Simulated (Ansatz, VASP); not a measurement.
**H2CO in two plane-wave programs**

One calculation is typed for both programs; each brings its own data sets. How far apart do they land? The structure shown is frame 133 of Ansatz's trajectory.

Main program and level: Ansatz 0.2.0; plane waves, with VASP 6.6.1 beside it; single point at PBEsol.

## (1) Starting point

The cell holds 108 atoms: 27 C, 27 O and 54 H. Cell: a = 10.785 Å, b = 10.785 Å, c = 10.785 Å, α = 90.0°, β = 90.0°, γ = 90.0°. As first built, before any earlier steps moved the atoms (in the runner's words): 9 dimethyl carbonate placed at random, at 1.07 g/cm^3; overlaps pushed apart, then 10 ps at 400 K with MMFF94 bonds, angles, torsions, charges and radii (Halgren, J. Comput. Chem. 17, 490 (1996)) in harmonic and 12-6 forms. Snapshot after 20 ps at 300 K and fixed volume.

## (2) Ansatz: dynamics, PBEsol

Ansatz runs on its default PAW (the set named soft_2) files.

One frame of this run of dynamics is then solved in both programs, so the motion causes no difference.

The input, input.yaml:

```yaml
crystal:
  lattice:
    - [10.78542, 0.0, 0.0]
    - [0.0, 10.78542, 0.0]
    - [0.0, 0.0, 10.78542]
  atoms:
    - { symbol: C, position: [0.97338, 0.35724, 0.77519] }
    - { symbol: O, position: [0.94993, 0.48517, 0.75122] }
    - { symbol: C, position: [0.83024, 0.5188, 0.76468] }
    - { symbol: O, position: [0.74613, 0.45263, 0.80293] }
    - { symbol: O, position: [0.81663, 0.63644, 0.71812] }
    - { symbol: C, position: [0.69609, 0.68451, 0.7369] }
    - { symbol: H, position: [0.06927, 0.33747, 0.7373] }
    - { symbol: H, position: [0.97275, 0.33784, 0.87413] }
    - { symbol: H, position: [0.90391, 0.30517, 0.73254] }
    - { symbol: H, position: [0.63535, 0.63768, 0.67607] }
    - { symbol: H, position: [0.66884, 0.65892, 0.83165] }
    - { symbol: H, position: [0.70165, 0.78435, 0.71753] }
    - { symbol: C, position: [0.67361, 0.81329, 0.31484] }
    - { symbol: O, position: [0.79223, 0.87548, 0.33197] }
    - { symbol: C, position: [0.80398, 0.96939, 0.41624] }
    - { symbol: O, position: [0.7195, 0.0265, 0.46439] }
    - { symbol: O, position: [0.92202, 0.97398, 0.45894] }
    - { symbol: C, position: [0.93781, 0.04187, 0.56845] }
    - { symbol: H, position: [0.68596, 0.7284, 0.25836] }
    - { symbol: H, position: [0.62911, 0.7768, 0.40115] }
    - { symbol: H, position: [0.61705, 0.88886, 0.26395] }
    - { symbol: H, position: [0.0362, 0.0347, 0.59021] }
    - { symbol: H, position: [0.91178, 0.14176, 0.55624] }
    - { symbol: H, position: [0.88389, 0.00437, 0.6476] }
    - { symbol: C, position: [0.0586, 0.76711, 0.91917] }
    - { symbol: O, position: [0.93545, 0.76124, 0.97444] }
    - { symbol: C, position: [0.92083, 0.648, 0.01766] }
    - { symbol: O, position: [0.00344, 0.57081, 0.02416] }
    - { symbol: O, position: [0.79864, 0.63144, 0.02652] }
    - { symbol: C, position: [0.76675, 0.51868, 0.08271] }
[... 72 atom lines left out ...]
    - { symbol: H, position: [0.31044, 0.36092, 0.09856] }
    - { symbol: H, position: [0.23036, 0.46722, 0.00164] }
    - { symbol: H, position: [0.15516, 0.33452, 0.0749] }
    - { symbol: H, position: [0.59785, 0.24329, 0.85635] }
    - { symbol: H, position: [0.56525, 0.16137, 0.71764] }
    - { symbol: H, position: [0.54126, 0.32462, 0.71095] }
kpoints:
  mp_grid: { grid: [1, 1, 1] }
hamiltonian:
  xc: pbesol
scf:
  occupations: { method: fixed }
output:
  forces: true
md:
  timestep: 0.5
  n_steps: 400
  ensemble: nve
  temperature: 300
  initial_velocities: maxwell_boltzmann
  seed: 2215
```

Run with:

```console
ansatz run input.yaml --threads 4 --pin off --max-ram 8192MiB --backend cpu --events-out ev --progress --plain --runs-dir out
```

Numbers of over 12 decimals in the logs are rounded to 6 here.

Output:

```text
Warning: md: disabling space-group detection — thermal motion breaks the input geometry's symmetry, so no spatial operation reduces the k-mesh or symmetrises the density; time reversal is kept, so that k and −k are solved as one point where they differ and the mesh holds both, and exact exchange and, on two spinor components, a DFT+U term hold to it where the run has them: on two components no moment then forms, and  [...]
Engine: ansatz 0.2.0, aarch64-unknown-linux-gnu
Pseudopotentials: kind: paw
Pseudopotential: C, paw, valence charge 4, recommended cutoff 420 eV (normal), C.paw.azcp
Pseudopotential: O, paw, valence charge 6, recommended cutoff 420 eV (normal), O.paw.azcp
Pseudopotential: H, paw, valence charge 1, recommended cutoff 420 eV (normal), H.paw.azcp
Functional definition: PBEsol
  exchange = pbesol_x
  correlation = pbesol_c
Crystal: 108 atoms, lattice volume = 1254.617 Å³
Basis set: ecut = 420 eV, 24405 PW (Γ), exchange–correlation on 150×150×150 points (8 copies of the dense FFT grid, shifted against one another)
Bands: 270, of which v1, the nominal top of the filled ones, is band 162 counted from 1 (161 counted from 0)
Symmetry: 1 space group operations
k-points: 1
Non-local potential: C, projectors of the file, l = 0: 2, l = 1: 2, l = 2: 1
Non-local potential: O, projectors of the file, l = 0: 2, l = 1: 2, l = 2: 1
Non-local potential: H, projectors of the file, l = 0: 2, l = 1: 1
PAW form: soft (Blöchl's): semilocal exchange-correlation on the pseudo side does not see the compensation charge
PAW frozen core: C, regenerated for the run's functional, and the local potential with it (the file was generated under x = pbe(κ = 0.804, μ = 0.219515), c = pbe(β = 0.066725))
PAW frozen core: O, regenerated for the run's functional, and the local potential with it (the file was generated under x = pbe(κ = 0.804, μ = 0.219515), c = pbe(β = 0.066725))
PAW one-centre angular grid: C, 110 points (default); XC on 64 Gauss nodes
PAW one-centre angular grid: O, 110 points (default); XC on 64 Gauss nodes
PAW one-centre angular grid: H, 110 points (default); XC on 64 Gauss nodes
Initial density: superposition of atomic densities (neutral atoms: chi_scale 0, normalization atom), corrected by the library's trained network
Initial wavefunctions: pseudopotential atomic-orbital guess
Functional: x = pbesol(κ = 0.804, μ = 0.123457), c = pbesol(β = 0.046)
SCF iter   1: F=—  HF=-22636.559850 eV  |F-HF|=—  |Δ(HF+E_count)|=         —  Δρ=7.59e-3  dr2=5.02e-1  ethr=1.77e-3  ⟨swp⟩=5.0  Hψ=857  notcnv=0  defer=103
preconditioner: auto → Resta (q_TF=auto, 2.177 Å⁻¹)  ε∞=2.3  [insulator: Δε(μ)=5.418 eV  Ē_g=16.844 eV  n_scr=202 (ndim 8)  ℏωp=18.9 eV  f_vac=0.304  ε∞_Penn≈2.3]
SCF iter   2: F=—  HF=-22636.474618 eV  |F-HF|=—  |Δ(HF+E_count)|=   8.52e-2  Δρ=2.85e-3  dr2=9.24e-2  ethr=1.55e-4  ⟨swp⟩=2.0  Hψ=418  notcnv=0  defer=104
SCF iter   3: F=—  HF=-22636.474953 eV  |F-HF|=—  |Δ(HF+E_count)|=   3.36e-4  Δρ=1.36e-3  dr2=2.31e-2  ethr=2.85e-5  ⟨swp⟩=3.0  Hψ=307  notcnv=0  defer=44
automatic band count: iteration 3 solves 208 bands in place of 270: the levels show a gap, and the empty bands left out lie too high to hold charge; the band table lists the bands solved (type scf.n_extra_bands for more)
SCF iter   4: F=—  HF=-22636.477640 eV  |F-HF|=—  |Δ(HF+E_count)|=   2.69e-3  Δρ=4.64e-4  dr2=3.40e-3  ethr=7.13e-6  ⟨swp⟩=3.0  Hψ=310  notcnv=0  defer=44
SCF iter   5: F=—  HF=-22636.478049 eV  |F-HF|=—  |Δ(HF+E_count)|=   4.09e-4  Δρ=3.35e-4  dr2=1.42e-3  ethr=1.05e-6  ⟨swp⟩=3.0  Hψ=330  notcnv=0  defer=44
SCF iter   6: F=—  HF=-22636.477990 eV  |F-HF|=—  |Δ(HF+E_count)|=   5.93e-5  Δρ=6.89e-5  dr2=9.05e-5  ethr=4.38e-7  ⟨swp⟩=3.0  Hψ=330  notcnv=0  defer=44
SCF iter   7: F=—  HF=-22636.476320 eV  |F-HF|=—  |Δ(HF+E_count)|=   1.67e-3  Δρ=3.31e-5  dr2=1.34e-5  ethr=2.79e-8  ⟨swp⟩=2.0  Hψ=366  notcnv=0  defer=41
SCF iter   8: F=—  HF=-22636.476323 eV  |F-HF|=—  |Δ(HF+E_count)|=   2.89e-6  Δρ=1.52e-5  dr2=2.52e-6  ethr=4.13e-9  ⟨swp⟩=2.0  Hψ=327  notcnv=0  defer=41
SCF iter   9: F=—  HF=-22636.476323 eV  |F-HF|=—  |Δ(HF+E_count)|=   4.07e-7  Δρ=4.38e-6  dr2=2.46e-7  ethr=7.78e-10  ⟨swp⟩=2.0  Hψ=316  notcnv=0  defer=42
SCF iter  10: F=-22636.476323 eV  HF=-22636.476323 eV  |F-HF|=2.03e-8  |Δ(HF+E_count)|=   1.50e-7  Δρ=2.58e-6  dr2=8.18e-8  ethr=3.09e-11  ⟨swp⟩=4.0  Hψ=671  notcnv=0
SCF 1 converged in 10 iterations: F = -22636.476323 eV  dr2 = 8.18e-8
[...]
md step   399: t =   199.50 fs  T =   355.1 K  F+E_penalty+E_count = -22637.24204949 eV  E_kin = 4.911426 eV  conserved = -22632.33062332 eV  (4 SCF iters)
iter 1 solved again at ethr=1.32e-5 eV; its pass at ethr=3.10e-3 eV (dr2=4.27e-2 eV) is discarded
SCF iter   1: F=—  HF=-22637.189994 eV  |F-HF|=—  |Δ(HF+E_count)|=         —  Δρ=2.67e-3  dr2=4.83e-2  ethr=1.32e-5  ⟨swp⟩=2.0  Hψ=704  notcnv=0  defer=44
automatic band count: iteration 1 solves 208 bands in place of 270: the levels show a gap, and the empty bands left out lie too high to hold charge; the band table lists the bands solved (type scf.n_extra_bands for more)
preconditioner: auto → Resta (q_TF=auto, 2.177 Å⁻¹)  ε∞=2.6  [insulator: Δε(μ)=5.479 eV  Ē_g=14.750 eV  n_scr=202 (ndim 8)  ℏωp=18.9 eV  f_vac=0.301  ε∞_Penn≈2.6]
SCF iter   2: F=—  HF=-22637.178770 eV  |F-HF|=—  |Δ(HF+E_count)|=   1.12e-2  Δρ=1.20e-3  dr2=7.55e-3  ethr=1.32e-5  ⟨swp⟩=2.0  Hψ=305  notcnv=0  defer=44
SCF iter   3: F=—  HF=-22637.177387 eV  |F-HF|=—  |Δ(HF+E_count)|=   1.38e-3  Δρ=2.94e-4  dr2=6.17e-4  ethr=2.33e-6  ⟨swp⟩=2.0  Hψ=291  notcnv=0  defer=43
SCF iter   4: F=—  HF=-22637.177316 eV  |F-HF|=—  |Δ(HF+E_count)|=   7.03e-5  Δρ=1.18e-4  dr2=1.44e-4  ethr=1.90e-7  ⟨swp⟩=2.0  Hψ=328  notcnv=0  defer=40
SCF iter   5: F=—  HF=-22637.177290 eV  |F-HF|=—  |Δ(HF+E_count)|=   2.69e-5  Δρ=2.72e-5  dr2=1.20e-5  ethr=4.44e-8  ⟨swp⟩=2.0  Hψ=328  notcnv=0  defer=39
SCF iter   6: F=—  HF=-22637.175738 eV  |F-HF|=—  |Δ(HF+E_count)|=   1.55e-3  Δρ=1.74e-5  dr2=3.74e-6  ethr=3.69e-9  ⟨swp⟩=2.0  Hψ=324  notcnv=0  defer=39
SCF iter   7: F=—  HF=-22637.175738 eV  |F-HF|=—  |Δ(HF+E_count)|=   2.76e-7  Δρ=4.94e-6  dr2=3.96e-7  ethr=1.15e-9  ⟨swp⟩=2.0  Hψ=328  notcnv=0  defer=39
SCF iter   8: F=—  HF=-22637.175739 eV  |F-HF|=—  |Δ(HF+E_count)|=   2.79e-7  Δρ=2.98e-6  dr2=1.05e-7  ethr=3.09e-11  ⟨swp⟩=5.0  Hψ=676  notcnv=0
SCF iter   9: F=-22637.175739 eV  HF=-22637.175739 eV  |F-HF|=7.24e-10  |Δ(HF+E_count)|=   8.45e-9  Δρ=9.42e-7  dr2=1.09e-8  ethr=3.09e-11  ⟨swp⟩=4.0  Hψ=664  notcnv=0
SCF 401 converged in 9 iterations: F = -22637.175739 eV  dr2 = 1.09e-8
md step   400: t =   200.00 fs  T =   350.5 K  F+E_penalty+E_count = -22637.17573853 eV  E_kin = 4.847104 eV  conserved = -22632.32863447 eV  (9 SCF iters)
SCF converged after 9 iterations
Free energy (F): -22637.175739 eV
Harris-Foulkes:  -22637.175739 eV  (|F-HF|=7.24e-10)
Internal energy: -22637.175739 eV  (E = F + TS)
E sigma→0 (E₀):  -22637.175739 eV
Fermi energy:    -1.866103 eV
--- Per-component energies (eV) ---
  E_band       = -2974.648889
  E_kinetic    = 7886.140189
  E_local      = -28307.541131  (includes V_loc(G=0)·N_el)
  E_nonlocal   = 2131.591219
  E_hartree    = 10598.184709
  E_xc         = -3689.763149
  E_vxc        = -4686.984497  (∫ρ·V_xc dr)
  E_paw        = -6725.155805  (= ΣΔE_a)
  E_vpaw       = -1194.217966  (= ΣTr[D̂ρ^β])
  E_aug_tail   = -0.005093  (compensation charges beyond the density's cutoff)
  E_ewald      = -4532.149165
  E_core_change = 1.522487  (= ΣΔE_core)
  E_smearing   = -0.000000  (= −TS)
  E_closure    = 0.000000  (closes the sum)
  Σ components = -22637.175739   (vs F -22637.175739, Δ=0.00e0)
--- Forces (eV/Å), atoms counted from 1 ---
  atom   1  C     -0.46285422    -1.35471850    -1.84934660
  atom   2  O      0.10028769     0.67001946    -0.34844804
  atom   3  C      0.19098200    -0.13099278     0.71897352
  atom   4  O     -0.76105119    -0.34320629    -0.28816377
  atom   5  O     -0.50572851     1.38508427    -1.34781521
  atom   6  C     -1.02652804    -1.67307167     1.81503783
  atom   7  H      0.92871751    -0.65860993     0.61204447
  atom   8  H     -0.37687523     0.16832202     0.32744397
  atom   9  H      0.22800675     1.28341913     1.19694422
  atom  10  H      0.33363104     0.33710089     0.09329229
  atom  11  H      0.39907187    -0.30279383    -0.49334686
  atom  12  H      0.90003965     0.66483589    -0.45795744
  atom  13  C      0.49159176    -0.87271392     0.60358436
  atom  14  O      0.11485597    -0.15448266     0.74774212
  atom  15  C     -0.31276754     1.25382701     0.06355202
  atom  16  O      0.81980202    -0.46909416    -0.55203029
  atom  17  O     -1.59140067     0.02514316     0.02239522
  atom  18  C      0.38271682    -1.08573489     0.72204912
  atom  19  H     -0.89606929     1.04359852     0.69621781
  atom  20  H      0.66177764    -0.13389507    -0.92955359
  atom  21  H      0.17353432    -0.10090161     0.04285602
  atom  22  H      1.31605281     0.53435697    -1.35494518
  atom  23  H     -0.54441988    -0.01061100    -0.30711160
  atom  24  H     -0.48173671    -0.04562817     0.19869235
[...]
atom 101  O      1.20497251     1.01288443    -1.02305634
  atom 102  C      0.36439099    -0.08788124     0.71496806
  atom 103  H      0.08073401    -0.38050080    -0.20198570
  atom 104  H      0.13902497    -0.55235164     0.55996099
  atom 105  H     -0.51762892    -0.34287897     0.73909274
  atom 106  H      0.20977096    -0.14694503     1.64782165
  atom 107  H     -0.89191187    -0.21885801    -1.40005795
  atom 108  H      0.58713304    -0.18418862    -0.69917218
  max |Σ_I F_I| component: 4.32e-5 eV/Å
--- MD trajectory: 400 steps, t = 0.0 → 200.0 fs ---
  final state: T = 350.5 K   F+E_penalty+E_count = -22637.17573853 eV   E_kin = 4.847104 eV
  conserved energy: peak-to-peak 1.033e-2 eV (9.566e-5 eV/atom) over 200.0 fs
```

## (3) VASP: single point, PBEsol

The same cell, functional and mesh now go to VASP, with its own data sets.

Lines of VASP's logs that name or quote its potential files are left out, and so is its time.

The input, INCAR:

```
SYSTEM = H2CO
PREC = Accurate
ENCUT = 520
EDIFF = 1E-06
NELM = 120
ISMEAR = 0
SIGMA = 0.01
LREAL = Auto
ALGO = Normal
GGA = PS
NBANDS = 240
LORBIT = 11
LWAVE = .FALSE.
LCHARG = .FALSE.
ISIF = 2
LASPH = .TRUE.
GGA_COMPAT = .FALSE.
EFERMI = MIDGAP
NCORE = 2
```

The input, POSCAR:

```
H2CO
1.0
   10.7854200000      0.0000000000      0.0000000000
    0.0000000000     10.7854200000      0.0000000000
    0.0000000000      0.0000000000     10.7854200000
C O H
27 27 54
Direct
    0.9797764018      0.3429259129      0.7983184707
    0.8491278040      0.5075555704      0.7454229877
    0.7406202077      0.6968574242      0.7388771137
    0.6754210777      0.8224250887      0.3130058913
    0.7964363001      0.9503106972      0.4306647307
    0.9325088870      0.0201568414      0.5897220507
    0.0677488684      0.7713190585      0.9268160164
    0.9239603094      0.6349497748      0.0155580404
    0.7397579325      0.5345457108      0.0612400815
    0.3513354139      0.8851671979      0.5594126144
    0.3819786341      0.8128102568      0.7581809517
    0.4406226183      0.7182010529      0.9483543524
    0.9509226344      0.1291465701      0.1773876214
    0.7965753768      0.0569843363      0.0374208886
    0.6222752568      0.9560591984      0.9509040909
    0.4779415173      0.5390888811      0.3138218076
    0.3428424670      0.6933248775      0.2479643815
    0.1827188927      0.8405606828      0.2353176789
    0.5056919434      0.1168151078      0.2556135969
    0.3760817845      0.2364673791      0.3916583684
    0.2798500197      0.3184298803      0.5595980500
    0.9959556512      0.6719534334      0.4630417731
    0.8662064157      0.4969301149      0.4419484823
    0.7494283950      0.3170762010      0.5066654799
    0.2133806565      0.3575196886      0.0259517015
    0.3883761597      0.3100111076      0.9016709595
    0.5213890604      0.2178681961      0.7479170955
    0.9623083756      0.4611781461      0.7349829677
    0.7598313278      0.4509513770      0.7833167369
    0.8563319741      0.6299986463      0.7183030424
[... 72 atom lines left out ...]
    0.2610190424      0.3560454762      0.1125222754
    0.1853242618      0.4526295684      0.0022808569
    0.1230457414      0.3041142580      0.0399798988
    0.5784568427      0.3033725159      0.7865989456
    0.5754991461      0.1343758518      0.7709667310
    0.5038654035      0.2339918149      0.6469845402
```

The input, KPOINTS:

```
Automatic mesh
0
Gamma
1 1 1
0 0 0
```

Potentials, in the order of the species: C, O and H (PBE family, release 64).

Run with:

```console
mpirun -np 8 vasp_gam
```

Output:

```text
[banner, memory and clock lines left out]
running    8 mpi-ranks, on    1 nodes
[...]
|                                                                             |
|               ----> ADVICE to this user running VASP <----                  |
|                                                                             |
|     You enforced a specific xc type in the INCAR file but a different       |
|     [... a line on the potential file left out ...]
|     I HOPE YOU KNOW WHAT YOU ARE DOING!                                     |
|                                                                             |

 LDA part: xc-table for (Slater+PW92), standard interpolation
 POSCAR, INCAR and KPOINTS ok, starting setup
[...]
entering main loop
       N       E                     dE             d eps       ncg     rms          rms(c)
DAV:   1     0.255619223100E+04    0.25562E+04   -0.17354E+05   488   0.125E+03
DAV:   2    -0.391289587249E+03   -0.29475E+04   -0.28111E+04   600   0.303E+02
DAV:   3    -0.676076073621E+03   -0.28479E+03   -0.28222E+03   592   0.988E+01
DAV:   4    -0.682267258637E+03   -0.61912E+01   -0.61602E+01   592   0.159E+01
[...]
DAV:  17    -0.634608344045E+03    0.40364E-05   -0.27623E-05   592   0.223E-02    0.683E-03
DAV:  18    -0.634608341764E+03    0.22813E-05   -0.11431E-05   616   0.128E-02    0.369E-03
DAV:  19    -0.634608341067E+03    0.69724E-06   -0.40180E-06   528   0.636E-03
   1 F= -.63460834E+03 E0= -.63460834E+03  d E =0.000000E+00
```

From OUTCAR (step 3):

```text
  FREE ENERGIE OF THE ION-ELECTRON SYSTEM (eV)
  ---------------------------------------------------
  free  energy   TOTEN  =      -634.6083410667 eV

  energy  without entropy=     -634.6083410667  energy(sigma->0) =     -634.60834107
```

The run ends at a pressure of 1.13 GPa, with forces up to 3.5 eV/Å.

## (4) Side by side

Known differences besides the potentials themselves: fixed occupations in Ansatz, narrow Gaussian smearing in VASP; the cutoff is 420 eV in Ansatz and 520 eV in VASP (PREC = Accurate, projectors in real space); Ansatz makes its cores anew for this functional, VASP keeps those of its PBE data sets. Total energies have different zeros and are not compared.

Forces on 10 of the 108 atoms, those with the largest forces and the largest differences (eV/Å; atoms numbered as in POSCAR):

| atom | Ansatz x, y, z | VASP x, y, z |
| --- | --- | --- |
| C9 | 1.131, -1.621, 2.035 | 1.011, -1.731, 2.049 |
| C12 | -0.595, -2.603, -0.703 | -0.572, -2.641, -0.603 |
| C17 | 0.252, 2.617, -0.649 | 0.022, 2.471, -0.622 |
| C22 | 2.025, -2.318, 1.697 | 2.046, -2.253, 1.699 |
| C23 | -2.132, -0.104, 1.485 | -1.961, -0.297, 1.524 |
| C27 | 0.743, 3.076, 1.000 | 0.819, 3.043, 0.933 |
| O32 | -1.001, 0.043, 1.036 | -1.489, 0.330, 1.238 |
| O35 | 0.351, -0.374, -0.551 | 0.687, -0.821, -0.487 |
| O53 | 0.998, 1.203, 0.630 | 1.387, 1.657, 0.832 |
| H98 | -1.719, 1.179, -1.590 | -1.733, 1.192, -1.607 |

The forces differ by 117 meV/Å r.m.s., which is 14.0 % of the r.m.s. force of 0.833 eV/Å (both taken over all components).

## (5) Results

```yaml
r_m_s_force_difference_single_point_pbesol: 14 % of the r.m.s. force
```

The r.m.s. force difference is 14 % of the r.m.s. force (single point, PBEsol), beyond the 3 % picked in this series as the mark of a large difference. What causes the difference of the single point, PBEsol pair stays open here. 2 further runs of this series are not shown here. Such differences can come from data sets, numerical settings and the points named under the comparisons, not from the functional's error against experiment.

[Lines on the potential files, build, host, timing and source positions are cut from VASP's logs without a mark.]

[Logs are printed without paths, hosts, clocks, repeated set-up lines and the standing remarks that a program may print on its own settings, such as how far it seeks lower states.]

[Hosts, paths, dates, database ids (printed as entryN), source tags and the programs' standing remarks are cut or masked in the printed files.]

[The MMFF94 radii named for the starting cell were scaled by 0.96; in molecules described by MMFF94, hydrogen bound to N, O or S took a small fixed 12-6 site in their place.]
